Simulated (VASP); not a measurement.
```
CELL_PARAMETERS angstrom
     -3.95928     3.95928     2.02458
      3.95928    -3.95928     2.02458
      3.95928     3.95928    -2.02458
ATOMIC_POSITIONS crystal
  Sb 0.34863 0.15137 0.50000
  Sb 0.65137 0.84863 0.50000
  Sb 0.15137 0.65137 0.80273
  Sb 0.84863 0.34863 0.19727
```

Computed with LDA (Ceperley-Alder, Perdew-Zunger), VASP's LDA PAW potentials (set 64) (plane waves; VASP). Run with 400 eV cut-off, Gaussian smearing of 0.050 eV, potentials Sb.

**Question.** Give the energies of bands 4 to 13 at the high-symmetry points, in eV from the Fermi level.

**Answer.** 
| band | Γ | X | M | Z | P | N |
|---|---|---|---|---|---|---|
| 4 | -7.98 | -7.57 | -5.22 | -9.23 | -8.91 | -8.69 |
| 5 | -4.92 | -3.18 | -4.46 | -4.42 | -3.99 | -5.14 |
| 6 | -1.55 | -2.61 | -3.14 | -3.10 | -3.99 | -5.14 |
| 7 | -1.21 | -2.46 | -1.26 | -2.96 | -3.90 | -2.28 |
| 8 | -1.17 | -2.35 | -1.26 | -2.96 | -3.90 | -2.28 |
| 9 | -1.17 | -1.15 | 0.16 | -0.96 | -0.87 | -1.17 |
| 10 | -1.11 | 0.13 | 0.69 | -0.04 | -0.87 | -1.17 |
| 11 | -1.11 | 0.16 | 1.88 | -0.04 | 0.15 | -0.45 |
| 12 | -0.55 | 1.94 | 1.92 | 0.08 | 0.15 | -0.45 |
| 13 | 2.56 | 1.98 | 1.92 | 1.12 | 2.87 | 2.71 |

It has no gap at this level: it comes out as a metal or semimetal.

The structure comes from a computed database's Sb entry (I4/mcm); how it stands against other phases isn't given here. It was relaxed first.
